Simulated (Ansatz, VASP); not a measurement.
# Te (Tellurium): VASP beside Ansatz

Aim: how closely do two programs agree when they are given the same cell, functional and k mesh? The cell is taken from a series of runs on this material, whose earlier steps may have relaxed, scaled, displaced or heated it; both programs get it as it stands.

Calculated with Ansatz 0.2.0; plane waves, with VASP 6.6.1 beside it; zone-centre phonons at PBEsol.

**1. Set-up**

Symmetry: P3_121, No. 152, trigonal system. Conventional cell: a = 4.316 Å, b = 4.316 Å, c = 5.959 Å, α = 90.00°, β = 90.00°, γ = 120.00°. Nearest to Te lie 2 Te at 2.91 Å.

Structure file:

```cif
data_structure
_symmetry_space_group_name_H-M 'P3_121'
_symmetry_Int_Tables_number 152
_cell_length_a 4.3163
_cell_length_b 4.3163
_cell_length_c 5.9590
_cell_angle_alpha 90.000
_cell_angle_beta 90.000
_cell_angle_gamma 120.000
_cell_volume 96.15
loop_
_atom_site_label
_atom_site_type_symbol
_atom_site_symmetry_multiplicity
_atom_site_Wyckoff_symbol
_atom_site_fract_x
_atom_site_fract_y
_atom_site_fract_z
_atom_site_occupancy
Te1 Te 3 a 0.28379 0.00000 0.33333 1
```

**2. Ansatz: zone-centre phonons, PBEsol**

Ansatz runs on its PAW soft_1 files.

Second derivatives magnify differences that forces hide, and they need a tight electronic threshold.

The input, input.yaml:

```yaml
crystal:
  lattice:
    - [4.3163383699, 0.0, 0.0]
    - [-2.1581691849, 3.7380586797, 0.0]
    - [0.0, 0.0, 5.958963622]
  atoms:
    - { symbol: Te, position: [0.2837864627, 0.0, 0.3333333333] }
    - { symbol: Te, position: [0.0, 0.2837864627, 0.6666666667] }
    - { symbol: Te, position: [0.7162135373, 0.7162135373, 0.0] }
kpoints:
  mp_grid: { grid: [12, 12, 8] }
hamiltonian:
  xc: pbesol
  pseudopotentials: { kind: paw, azcp: { folder: soft_1 }, xc_functional: pbe }
scf:
  occupations: { method: methfessel_paxton, width: 0.2 }
output:
  eigenvalues: true
phonons:
  method: dfpt
```

The run is started by

```console
ansatz run input.yaml --threads 4 --pin off --max-ram 10240MiB --backend cpu --events-out ev --progress --plain --runs-dir out
```

Numbers of over 12 decimals in the logs are rounded to 6 here.

The log of the run:

```text
zone centre: on kpoints.mp_grid the ground state, and the responses unless they are solved on pairs of k-points, stand on 320 of the mesh's 1152 k-points, reduced under 2 symmetry operations, with k and −k counted as one. Each operation leaves every solved displacement unchanged or reverses it
Engine: ansatz 0.2.0, x86_64-unknown-linux-gnu
Pseudopotentials: kind: paw
Pseudopotential: Te, paw, valence charge 16, recommended cutoff 420 eV (normal), soft_1/Te.paw.azcp
Functional definition: PBEsol
  exchange = pbesol_x
  correlation = pbesol_c
Crystal: 3 atoms, lattice volume = 96.146 Å³
Basis set: ecut = 420 eV, 1897 PW (Γ), exchange–correlation on 60×60×96 points (8 copies of the dense FFT grid, shifted against one another)
Bands: 29, of which v1, the nominal top of the filled ones, is band 24 counted from 1 (23 counted from 0)
Symmetry: 6 space group operations
k-points: 320 of 1152 (irreducible under 2 space group operations, time reversal used)
Non-local potential: Te, projectors of the file, l = 0: 2, l = 1: 2, l = 2: 2, l = 3: 1
PAW form: soft (Blöchl's): semilocal exchange-correlation on the pseudo side does not see the compensation charge
PAW frozen core: Te, regenerated for the run's functional, and the local potential with it (the file was generated under x = pbe(κ = 0.804, μ = 0.219515), c = pbe(β = 0.066725))
PAW one-centre angular grid: Te, 590 points (default); XC on 64 Gauss nodes
Initial density: superposition of atomic densities (chi_scale 0.1, normalization cell)
Initial wavefunctions: pseudopotential atomic-orbital guess
Functional: x = pbesol(κ = 0.804, μ = 0.123457), c = pbesol(β = 0.046)
SCF iter   1: F=—  HF=-20704.828523 eV  |F-HF|=—  |Δ(HF+E_count)|=         —  Δρ=1.43e-2  dr2=1.43e-1  ethr=3.10e-3  ⟨swp⟩=8.7  Hψ=45749  notcnv=0
preconditioner: auto → Resta (q_TF=auto, 2.430 Å⁻¹)  ε∞=4.4  [insulator: Δε(μ)=0.221 eV  Ē_g=8.702 eV  σ=0.200 eV  W_gap=0.60  n_scr=22 (ndim 8)  ℏωp=16.1 eV  f_vac=0.003  D(μ)=-0.04/eV (n_scr^D=0)  ε∞_Penn≈4.4]
SCF iter   2: F=—  HF=-20704.808989 eV  |F-HF|=—  |Δ(HF+E_count)|=   1.95e-2  S|Δr|=    0.00e0  Δρ=8.28e-3  dr2=4.71e-2  ethr=2.98e-4  ⟨swp⟩=1.0  Hψ=11850  notcnv=0  defer=1
SCF iter   3: F=—  HF=-20704.801658 eV  |F-HF|=—  |Δ(HF+E_count)|=   7.33e-3  S|Δr|=    0.00e0  Δρ=6.51e-4  dr2=3.57e-4  ethr=9.81e-5  ⟨swp⟩=2.0  Hψ=13068  notcnv=0  defer=1
SCF iter   4: F=—  HF=-20704.801787 eV  |F-HF|=—  |Δ(HF+E_count)|=   1.28e-4  S|Δr|=    0.00e0  Δρ=2.10e-4  dr2=4.30e-5  ethr=7.44e-7  ⟨swp⟩=2.0  Hψ=16895  notcnv=0  defer=1
SCF iter   5: F=—  HF=-20704.801804 eV  |F-HF|=—  |Δ(HF+E_count)|=   1.73e-5  S|Δr|=    0.00e0  Δρ=7.40e-5  dr2=7.25e-6  ethr=8.96e-8  ⟨swp⟩=2.0  Hψ=16596  notcnv=0  defer=1
SCF iter   6: F=—  HF=-20704.801808 eV  |F-HF|=—  |Δ(HF+E_count)|=   3.86e-6  S|Δr|=    0.00e0  Δρ=1.66e-5  dr2=3.30e-7  ethr=1.51e-8  ⟨swp⟩=3.0  Hψ=18101  notcnv=0  defer=1
SCF iter   7: F=—  HF=-20704.801805 eV  |F-HF|=—  |Δ(HF+E_count)|=   2.77e-6  S|Δr|=    0.00e0  Δρ=2.49e-6  dr2=5.95e-9  ethr=6.87e-10  ⟨swp⟩=2.0  Hψ=12068  notcnv=0  defer=1
SCF iter   8: F=—  HF=-20704.801805 eV  |F-HF|=—  |Δ(HF+E_count)|=   8.33e-9  S|Δr|=    0.00e0  Δρ=7.09e-7  dr2=3.69e-10  ethr=1.24e-11  ⟨swp⟩=2.0  Hψ=16978  notcnv=0  defer=1
SCF iter   9: F=—  HF=-20704.801805 eV  |F-HF|=—  |Δ(HF+E_count)|=  1.53e-10  S|Δr|=    0.00e0  Δρ=1.99e-7  dr2=2.78e-11  ethr=1.00e-12  ⟨swp⟩=2.0  Hψ=16913  notcnv=0  defer=1
SCF iter  10: F=-20704.801805 eV  HF=-20704.801805 eV  |F-HF|=7.28e-12  |Δ(HF+E_count)|=  1.09e-11  S|Δr|=    0.00e0  Δρ=6.28e-8  dr2=2.40e-12  ethr=1.00e-12  ⟨swp⟩=9.7  Hψ=51844  notcnv=0
SCF 1 converged in 10 iterations: F = -20704.801805 eV  dr2 = 2.40e-12
  greatest PAW one-centre occupation: 0.998 electrons in one spin orbital (limit 2), on the Te atom at site 0 (counted from 0), in its partial waves of l = 2
DFPT response loops at Γ: preconditioner auto → Kerker (q_TF=auto, 2.430 Å⁻¹) (partly filled bands, converged f_vac=0.010); β = 1.00, the filter's whole step (`scf.mixing.beta` (0.50) is not read by the response loops under this deck's `scf.mixing.preconditioner`; to damp them name `kerker` or `kerker_dos`, under which they read `scf.mixing.beta`, and type it under 1.00, their step now; both keys bind the ground state too); Broyden in place of MSR1
SCF converged after 10 iterations
Stability not checked: this state was not tested for a lower state beside it, because cold or Methfessel-Paxton smearing, or corrected tetrahedra, fill the levels in a way that the test cannot read (fill_not_monotonic; see scf.lower_state_search)
Free energy (F): -20704.801805 eV
Harris-Foulkes:  -20704.801805 eV  (|F-HF|=7.28e-12)
Internal energy: -20704.805049 eV  (E = F + TS)
E sigma→0 (E₀):  -20704.802616 eV
Entropy (-TS):   0.003244 eV (1.081 meV/atom)
Fermi energy:    9.590116 eV
Step filling:    the computed levels leave a gap of 0.0051 eV = 0.0 smearing widths at the electron count; against every level under it full and every level over it empty, smearing changes F+E_penalty+E_count by +0.369 meV and its σ→0 estimate by -0.442 meV
--- Per-component energies (eV) ---
  E_band       = -766.101066
  E_kinetic    = 516.774051
  E_local      = -4729.818973  (includes V_loc(G=0)·N_el)
  E_nonlocal   = 200.694616
  E_hartree    = 2364.847512
  E_xc         = -366.008952
  E_vxc        = -307.267217  (∫ρ·V_xc dr)
  E_paw        = -13773.521264  (= ΣΔE_a)
  E_vpaw       = -1176.178776  (= ΣTr[D̂ρ^β])
  E_aug_tail   = 0.000249  (compensation charges beyond the density's cutoff)
  E_ewald      = -4918.896721
  E_core_change = 1.124434  (= ΣΔE_core)
  E_smearing   = 0.003244  (= −TS)
  E_closure    = -0.000000  (closes the sum)
  Σ components = -20704.801805   (vs F -20704.801805, Δ=0.00e0)
--- Band table (eV; the first three rows and the last of 320) ---
  k-point 0: bands = [... 20 lower, 6.9236, 7.7574, 7.7574, 8.4091, 10.5322, 10.5322, 11.2130, 14.3613, ... 1 higher]
  k-point 1: bands = [... 20 lower, 7.0658, 7.8211, 7.9184, 8.4341, 10.3938, 10.4225, 11.0406, 13.9276, ... 1 higher]
  k-point 2: bands = [... 20 lower, 7.0398, 7.9945, 8.2321, 8.5073, 10.0984, 10.1595, 10.6325, 13.5392, ... 1 higher]
  k-point 319: bands = [... 20 lower, 4.8228, 8.0287, 8.4005, 9.2371, 10.1646, 11.0884, 11.1375, 14.4473, ... 1 higher]
--- Phonons (Γ-DFPT): 3 representative perturbations + reference, on 320 of 1152 k-points (Σ response iterations 9) ---
  k mesh reduced under 2 symmetry operations, with k and −k counted as one. Each operation leaves every solved displacement unchanged or reverses it
  ASR residual: 3.183e-5 → 0.000e0 eV/Å²; symmetrization residual: 1.353e-6 eV/Å²
  ASR residual per site (eV/Å²): 3.18e-5 3.07e-5 3.07e-5
  Γ frequencies (cm⁻¹): 0.00 0.00 0.00 81.07 81.07 88.69 97.95 126.30 126.30
  non-analytic LO–TO correction: not included (Born effective charges unavailable; polar crystals: no LO–TO splitting at Γ)
```

(Continued in part 2 of 2.)

[Lines on the potential files, build, host, timing and source positions are cut from VASP's logs without a mark.]

[Logs are printed without paths, hosts, clocks, repeated set-up lines and the standing remarks that a program may print on its own settings, such as how far it seeks lower states.]

[Hosts, paths, dates, database ids (printed as entryN), source tags and the programs' standing remarks are cut or masked in the printed files.]
